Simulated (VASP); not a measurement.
# Co under pressure and tension

How does Co change with the volume? The starting structure is a measured crystal structure from the Crystallography Open Database. All runs use LDA. The equilibrium cell comes from relaxations that aren't shown. At each volume, shape and positions are relaxed as far as symmetry leaves them free.

Program: VASP 6.6.1. Level of theory: Kohn-Sham DFT with plane waves and PAW; LDA. Results are calculated unless marked as measured.

**1. The starting structure**

It takes space group P6_3/mmc (No. 194, hexagonal). The conventional cell has a = 2.507 Å, b = 2.507 Å, c = 4.069 Å, α = 90.00°, β = 90.00°, γ = 120.00°. Co has 12 Co at 2.50 to 2.51 Å nearest.

**2. Relaxation at the equilibrium volume**

Input file INCAR:

```
SYSTEM = Co
PREC = Accurate
ENCUT = 500
EDIFF = 1E-07
NELM = 100
ISMEAR = 0
SIGMA = 0.05
LREAL = .FALSE.
ALGO = Normal
GGA = CA
NBANDS = 19
ISPIN = 2
MAGMOM = 2 2
LASPH = .TRUE.
LMAXMIX = 4
LORBIT = 11
LWAVE = .FALSE.
LCHARG = .FALSE.
KPAR = 4
IBRION = 2
NSW = 50
ISIF = 4
EDIFFG = -0.003
```

Input file POSCAR:

```
Co
1.0
    2.4281495574      0.0000000000      0.0000000000
   -1.2140747787      2.1028392011      0.0000000000
    0.0000000000      0.0000000000      3.9084021652
Co
2
Direct
    0.3333333300      0.6666666700      0.2500000000
    0.6666666700      0.3333333300      0.7500000000
```

Input file KPOINTS:

```
Automatic mesh
0
Gamma
16 16 8
0 0 0
```

Potentials, in the order of the species: Co (LDA family, release 64).

Started as:

```
$ mpirun -np 4 vasp_std
```

The log of the run:

```text
[banner, memory and clock lines left out]
running    4 mpi-ranks, on    1 nodes
 distrk:  each k-point on    1 cores,    4 groups
 distr:  one band on    1 cores,    1 groups

 POSCAR found type information on POSCAR Co
 POSCAR found :  1 types and       2 ions
 LDA part: xc-table for (Slater(with rela. corr.)+CA(PZ))
 , standard interpolation
 POSCAR, INCAR and KPOINTS ok, starting setup
 FFT: planning ... GRIDC
 FFT: planning ... GRID_SOFT
 FFT: planning ... GRID
 WAVECAR not read
 entering main loop
       N       E                     dE             d eps       ncg     rms          rms(c)
DAV:   1     0.807104840461E+02    0.80710E+02   -0.78728E+03 12008   0.126E+03
DAV:   2    -0.144331187470E+02   -0.95144E+02   -0.85970E+02 11529   0.222E+02
DAV:   3    -0.184688414810E+02   -0.40357E+01   -0.38690E+01 12729   0.568E+01
DAV:   4    -0.185308879603E+02   -0.62046E-01   -0.61983E-01 14114   0.611E+00
DAV:   5    -0.185325983590E+02   -0.17104E-02   -0.17102E-02 13234   0.940E-01    0.168E+01
DAV:   6    -0.166516407923E+02    0.18810E+01   -0.75542E+00 12544   0.595E+01    0.694E+00
DAV:   7    -0.163008364524E+02    0.35080E+00   -0.11437E+00 13348   0.210E+01    0.410E+00
DAV:   8    -0.162706467999E+02    0.30190E-01   -0.12074E-02 17459   0.111E+00    0.191E+00
DAV:   9    -0.162544095420E+02    0.16237E-01   -0.18886E-03 19177   0.853E-01    0.448E-01
DAV:  10    -0.162534350221E+02    0.97452E-03   -0.38982E-04 14831   0.233E-01    0.656E-02
DAV:  11    -0.162534199464E+02    0.15076E-04   -0.16471E-05 14927   0.386E-02    0.350E-02
DAV:  12    -0.162534111090E+02    0.88374E-05   -0.32794E-06 16148   0.193E-02    0.140E-02
DAV:  13    -0.162534115929E+02   -0.48384E-06   -0.95036E-07 15640   0.107E-02    0.490E-03
DAV:  14    -0.162534114582E+02    0.13471E-06   -0.60787E-08  8342   0.401E-03    0.114E-03
DAV:  15    -0.162534114540E+02    0.41791E-08   -0.15541E-08  6237   0.135E-03
   1 F= -.16253411E+02 E0= -.16252425E+02  d E =-.162534E+02  mag=     3.0111
 curvature:   0.00 expect dE= 0.000E+00 dE for cont linesearch  0.000E+00
 trial: gam= 0.00000 g(F)=  0.110E-47 g(S)=  0.184E-07 ort = 0.000E+00 (trialstep = 0.100E+01)
 search vector abs. value=  0.185E-07
 reached required accuracy - stopping structural energy minimisation
```

Wall time 21 s (4 MPI ranks of AMD EPYC 7R43, shared host); peak memory 0.58 GiB.

The logs omit lines about the potential files and the build; timing stands in the text.

Parts of OUTCAR (step 2):

```text
ion  position               nearest neighbor table
   1  0.333  0.667  0.250-   2 2.41   2 2.41   2 2.41   2 2.41   2 2.41   2 2.41
   2  0.667  0.333  0.750-   1 2.41   1 2.41   1 2.41   1 2.41   1 2.41   1 2.41

  LATTYP: Found a hexagonal cell.
 ALAT       =     2.4281495574
 C/A-ratio  =     1.6096216781

 Subroutine GETGRP returns: Found 24 space group operations
 (whereof 12 operations were pure point group operations)

The static configuration has the point symmetry D_3d.
 The point group associated with its full space group is D_6h.

 Found    150 irreducible k-points:

   k-points           NKPTS =    150   k-points in BZ     NKDIM =    150   number of bands    NBANDS=     19

   dimension x,y,z NGX =    18 NGY =   18 NGZ =   30
   dimension x,y,z NGXF=    36 NGYF=   36 NGZF=   60

   ENCUT  =  500.0 eV  36.75 Ry    6.06 a.u.   4.43  4.43  7.13*2*pi/ulx,y,z

   NELECT =      18.0000    total number of electrons

 k-points in reciprocal lattice and weights: Automatic mesh
   0.00000000  0.00000000  0.00000000       0.000
   0.06250000  0.00000000  0.00000000       0.003
   0.12500000  0.00000000  0.00000000       0.003
   0.18750000  0.00000000  0.00000000       0.003
   0.25000000  0.00000000  0.00000000       0.003
   0.31250000  0.00000000  0.00000000       0.003
   0.37500000  0.00000000  0.00000000       0.003
   0.43750000  0.00000000  0.00000000       0.003
   0.50000000  0.00000000  0.00000000       0.001
[...]
0.37500000  0.25000000  0.50000000       0.003
   0.31250000  0.31250000  0.50000000       0.003

 average (electrostatic) potential at core
       1 -77.0443       2 -77.0443

 E-fermi :  11.1476

 spin component 1
 k-point     1 :       0.0000    0.0000    0.0000
  band No.  band energies     occupation
    ...
      8       9.3423      1.00000
      9       9.3423      1.00000
     10      10.6367      1.00000
     11      10.6367      1.00000
     12      11.0985      0.91755
     13      18.4460      0.00000
     14      33.7765      0.00000
     15      37.0777      0.00000
     16      37.0777      0.00000
     17      37.1382      0.00000
    ...

 k-point     2 :       0.0625    0.0000    0.0000
  band No.  band energies     occupation
    ...
      7       9.0234      1.00000
      8       9.2554      1.00000
      9       9.2944      1.00000
     10       9.9022      1.00000
     11      10.6581      1.00000
     12      12.0119      0.00000
     13      18.4643      0.00000
     14      32.9226      0.00000
     15      35.0321      0.00000
     16      35.4936      0.00000
    ...

 k-point     3 :       0.1250    0.0000    0.0000
  band No.  band energies     occupation
    ...
      7       8.9852      1.00000
      8       9.1669      1.00000
      9       9.2112      1.00000
     10       9.4195      1.00000
     11      10.7102      1.00000
     12      13.2457      0.00000
     13      18.5260      0.00000
     14      30.3613      0.00000
     15      33.5338      0.00000
     16      34.0776      0.00000
    ...

 k-point     4 :       0.1875    0.0000    0.0000
  band No.  band energies     occupation
    ...
      7       9.2053      1.00000
      8       9.2298      1.00000
      9       9.2574      1.00000
     10       9.5008      1.00000
     11      10.7709      1.00000
     12      14.5991      0.00000
     13      18.6474      0.00000
     14      27.4366      0.00000
     15      31.7141      0.00000
     16      33.4162      0.00000
    ...

 k-point     5 :       0.2500    0.0000    0.0000
  band No.  band energies     occupation
    ...
      7       9.0652      1.00000
      8       9.6173      1.00000
      9       9.6417      1.00000
     10       9.8582      1.00000
     11      10.8246      1.00000
     12      16.0535      0.00000
     13      18.8291      0.00000
     14      24.6341      0.00000
     15      30.0906      0.00000
     16      32.2079      0.00000
    ...

 k-point     6 :       0.3125    0.0000    0.0000
  band No.  band energies     occupation
    ...
      7       8.9126      1.00000
      8      10.0518      1.00000
      9      10.1819      1.00000
     10      10.2388      1.00000
     11      10.8651      1.00000
     12      17.5920      0.00000
     13      18.8981      0.00000
     14      22.2860      0.00000
     15      28.7144      0.00000
     16      29.8408      0.00000
    ...

  Total        0.0044487      0.0044487      0.0055176     -0.0000000     -0.0000000      0.0000000
  in kB        0.3571633      0.3571633      0.4429790     -0.0000000     -0.0000000      0.0000000
  external PRESSURE =       0.3857685 kB  Pullay stress =       0.0000000 kB

  energy-cutoff  :      500.00
  volume of cell :       19.96
      direct lattice vectors                 reciprocal lattice vectors
     2.428149557  0.000000000  0.000000000     0.411836247  0.237773768  0.000000000
    -1.214074779  2.102839201  0.000000000     0.000000000  0.475547536  0.000000000
     0.000000000  0.000000000  3.908402165     0.000000000  0.000000000  0.255859033

 POSITION                                       TOTAL-FORCE (eV/Angst)
 -----------------------------------------------------------------------------------
     -0.00000      1.40189      0.97710         0.000000      0.000000      0.000000
      1.21407      0.70095      2.93130        -0.000000     -0.000000      0.000000
 -----------------------------------------------------------------------------------
    total drift:                                0.000000     -0.000000     -0.000000

  FREE ENERGIE OF THE ION-ELECTRON SYSTEM (eV)
  ---------------------------------------------------
  free  energy   TOTEN  =       -16.2534114540 eV

  energy  without entropy=      -16.2514383419  energy(sigma->0) =      -16.25242490

 reached required accuracy - stopping structural energy minimisation

 total charge
# of ion       s       p       d       tot
------------------------------------------
    1        0.525   0.593   7.340   8.458
    2        0.525   0.593   7.340   8.458
--------------------------------------------------
tot          1.050   1.185  14.681  16.916

 magnetization (x)
# of ion       s       p       d       tot
------------------------------------------
    1       -0.013  -0.040   1.551   1.498
    2       -0.013  -0.040   1.551   1.498
--------------------------------------------------
tot         -0.027  -0.079   3.102   2.996

[... 6 further parts left out ...]
```

CONTCAR:

```
Co
   1.00000000000000
     2.4281495573999998    0.0000000000000000    0.0000000000000000
    -1.2140747786999999    2.1028392011000001    0.0000000000000000
     0.0000000000000000    0.0000000000000000    3.9084021652000001
  Co
     2
Direct
     0.3333333300000021    0.6666666699999979    0.2500000000000000
     0.6666666699999979    0.3333333300000021    0.7500000000000000
```

The run keeps the 24 symmetry operations of its start, so it cannot find a distortion of lower symmetry.

The equilibrium volume: 9.978 Å³ an atom and a pressure of 0.04 GPa. Further runs on this cell, not shown, give the modes B1g 295.0, E2g 169.5 cm⁻¹.

**3. Relaxation at 0.96 of the equilibrium volume**

INCAR is that of step 2.

Input file POSCAR:

```
Co
1.0
    2.3953327027      0.0000000000      0.0000000000
   -1.1976663513      2.0744189713      0.0000000000
    0.0000000000      0.0000000000      3.8555794445
Co
2
Direct
    0.3333333300      0.6666666700      0.2500000000
    0.6666666700      0.3333333300      0.7500000000
```

KPOINTS is that of step 2.

Started as:

```
$ mpirun -np 4 vasp_std
```

The log of the run:

```text
[... set-up lines as in an earlier step ...]
 entering main loop
       N       E                     dE             d eps       ncg     rms          rms(c)
DAV:   1     0.792893334517E+02    0.79289E+02   -0.78925E+03 12184   0.128E+03
DAV:   2    -0.143959865411E+02   -0.93685E+02   -0.84522E+02 11487   0.222E+02
DAV:   3    -0.183837629865E+02   -0.39878E+01   -0.38363E+01 12570   0.567E+01
DAV:   4    -0.184461378587E+02   -0.62375E-01   -0.62327E-01 14097   0.615E+00
[...]
DAV:  13    -0.162232113912E+02    0.63987E-06   -0.71074E-07 16627   0.936E-03    0.529E-03
DAV:  14    -0.162232114969E+02   -0.10572E-06   -0.10337E-07  8165   0.463E-03    0.188E-03
DAV:  15    -0.162232114759E+02    0.20993E-07   -0.17270E-08  6264   0.176E-03
   1 F= -.16223211E+02 E0= -.16222143E+02  d E =-.162232E+02  mag=     2.9750
[...]
N       E                     dE             d eps       ncg     rms          rms(c)
DAV:   1    -0.162232280982E+02   -0.16601E-04   -0.46761E-04 12615   0.154E-01    0.240E-02
DAV:   2    -0.162232173914E+02    0.10707E-04   -0.71358E-06 14605   0.378E-02    0.123E-02
DAV:   3    -0.162232134671E+02    0.39243E-05   -0.40723E-06 14860   0.212E-02    0.332E-03
DAV:   4    -0.162232136514E+02   -0.18432E-06   -0.31611E-07 12132   0.678E-03    0.841E-04
DAV:   5    -0.162232136171E+02    0.34338E-07   -0.14011E-08  6153   0.216E-03
   2 F= -.16223214E+02 E0= -.16222143E+02  d E =-.214115E-05  mag=     2.9752
 trial-energy change:   -0.000002  1 .order   -0.000002   -0.000005    0.000001
 step:   0.8901(harm=  0.8901)  dis= 0.00000  next Energy=   -16.223214 (dE=-0.242E-05)
 reached required accuracy - stopping structural energy minimisation
```

Wall time 27 s (4 MPI ranks); peak memory 0.55 GiB.

Parts of OUTCAR (step 3):

```text
  Total        1.4990833      1.4990833      1.4968139      0.0000000      0.0000000      0.0000000
  in kB      125.3673296    125.3673296    125.1775407      0.0000000      0.0000000      0.0000000
  external PRESSURE =     125.3040666 kB  Pullay stress =       0.0000000 kB

 POSITION                                       TOTAL-FORCE (eV/Angst)
 -----------------------------------------------------------------------------------
     -0.00000      1.38274      0.96418        -0.000000      0.000000      0.000000
      1.19749      0.69137      2.89254         0.000000     -0.000000      0.000000
 -----------------------------------------------------------------------------------
    total drift:                                0.000000     -0.000000     -0.000000

  FREE ENERGIE OF THE ION-ELECTRON SYSTEM (eV)
  ---------------------------------------------------
  free  energy   TOTEN  =       -16.2232136171 eV

  energy  without entropy=      -16.2210715991  energy(sigma->0) =      -16.22214261

 magnetization (x)
# of ion       s       p       d       tot
------------------------------------------
    1       -0.013  -0.039   1.526   1.474
    2       -0.013  -0.039   1.526   1.474
--------------------------------------------------
tot         -0.026  -0.077   3.053   2.949

[... 2 parts as in an earlier step ...]

[... 2 further parts left out ...]
[key lines of the parts left out:]
E-fermi :  11.7911
```

0.96 of the equilibrium volume: 9.579 Å³ an atom and a pressure of 12.53 GPa. Further runs on this cell, not shown, give the modes B1g 330.8, E2g 185.5 cm⁻¹.

**4. Relaxation at 1.04 of the equilibrium volume**

INCAR is that of step 3.

Input file POSCAR:

```
Co
1.0
    2.4601025580      0.0000000000      0.0000000000
   -1.2300512790      2.1305113113      0.0000000000
    0.0000000000      0.0000000000      3.9598344076
Co
2
Direct
    0.3333333300      0.6666666700      0.2500000000
    0.6666666700      0.3333333300      0.7500000000
```

KPOINTS is that of step 3.

Started as:

```
$ mpirun -np 4 vasp_std
```

The log of the run:

```text
[... set-up lines as in an earlier step ...]
 entering main loop
       N       E                     dE             d eps       ncg     rms          rms(c)
DAV:   1     0.799231617768E+02    0.79923E+02   -0.78841E+03 12088   0.125E+03
DAV:   2    -0.145640615227E+02   -0.94487E+02   -0.85287E+02 11514   0.220E+02
DAV:   3    -0.184907195006E+02   -0.39267E+01   -0.37896E+01 12728   0.562E+01
DAV:   4    -0.185510047053E+02   -0.60285E-01   -0.60241E-01 14524   0.599E+00
[...]
DAV:  13    -0.162281030583E+02    0.25147E-05   -0.18012E-06 17764   0.163E-02    0.561E-03
DAV:  14    -0.162281029134E+02    0.14494E-06   -0.11605E-07  9715   0.422E-03    0.883E-04
DAV:  15    -0.162281029097E+02    0.36919E-08   -0.23916E-08  6264   0.140E-03
   1 F= -.16228103E+02 E0= -.16227061E+02  d E =-.162281E+02  mag=     3.0572
[...]
N       E                     dE             d eps       ncg     rms          rms(c)
DAV:   1    -0.162281218161E+02   -0.18903E-04   -0.50724E-04 12628   0.159E-01    0.253E-02
DAV:   2    -0.162281098863E+02    0.11930E-04   -0.77339E-06 14658   0.407E-02    0.128E-02
DAV:   3    -0.162281058450E+02    0.40413E-05   -0.43794E-06 14673   0.212E-02    0.394E-03
DAV:   4    -0.162281060333E+02   -0.18835E-06   -0.35122E-07 12080   0.730E-03    0.984E-04
DAV:   5    -0.162281059992E+02    0.34182E-07   -0.18334E-08  6116   0.235E-03
   2 F= -.16228106E+02 E0= -.16227062E+02  d E =-.308944E-05  mag=     3.0579
 trial-energy change:   -0.000003  1 .order   -0.000003   -0.000006   -0.000001
 step:   1.1844(harm=  1.1844)  dis= 0.00000  next Energy=   -16.228106 (dE=-0.345E-05)
 reached required accuracy - stopping structural energy minimisation
```

Wall time 33 s (4 MPI ranks); peak memory 0.59 GiB; 2.1 min of CPU time.

From OUTCAR (step 4):

```text
  Total       -1.2676246     -1.2676246     -1.2646610      0.0000000     -0.0000000      0.0000000
  in kB      -97.8559288    -97.8559288    -97.6271521      0.0000000     -0.0000000      0.0000000
  external PRESSURE =     -97.7796699 kB  Pullay stress =       0.0000000 kB

 POSITION                                       TOTAL-FORCE (eV/Angst)
 -----------------------------------------------------------------------------------
     -0.00000      1.42012      0.99026        -0.000000      0.000000      0.000000
      1.22986      0.71006      2.97079         0.000000     -0.000000      0.000000
 -----------------------------------------------------------------------------------
    total drift:                                0.000000     -0.000000     -0.000000

  FREE ENERGIE OF THE ION-ELECTRON SYSTEM (eV)
  ---------------------------------------------------
  free  energy   TOTEN  =       -16.2281059992 eV

  energy  without entropy=      -16.2260178059  energy(sigma->0) =      -16.22706190

 magnetization (x)
# of ion       s       p       d       tot
------------------------------------------
    1       -0.013  -0.040   1.580   1.527
    2       -0.013  -0.040   1.580   1.527
--------------------------------------------------
tot         -0.026  -0.079   3.160   3.054

[... 2 parts as in an earlier step ...]

[... 2 further parts left out ...]
[key lines of the parts left out:]
E-fermi :  10.5511
```

1.04 of the equilibrium volume: 10.377 Å³ an atom and a pressure of -9.78 GPa. Further runs on this cell, not shown, give the modes B1g 261.6, E2g 156.5 cm⁻¹.

[end of part 1 of 2]

[Lines on the potential files, build, host, timing and source positions are cut from VASP's logs without a mark.]

[Logs are printed without paths, hosts, clocks, repeated set-up lines and the standing remarks that a program may print on its own settings, such as how far it seeks lower states.]

[Hosts, paths, dates, database ids (printed as entryN), source tags and the programs' standing remarks are cut or masked in the printed files.]
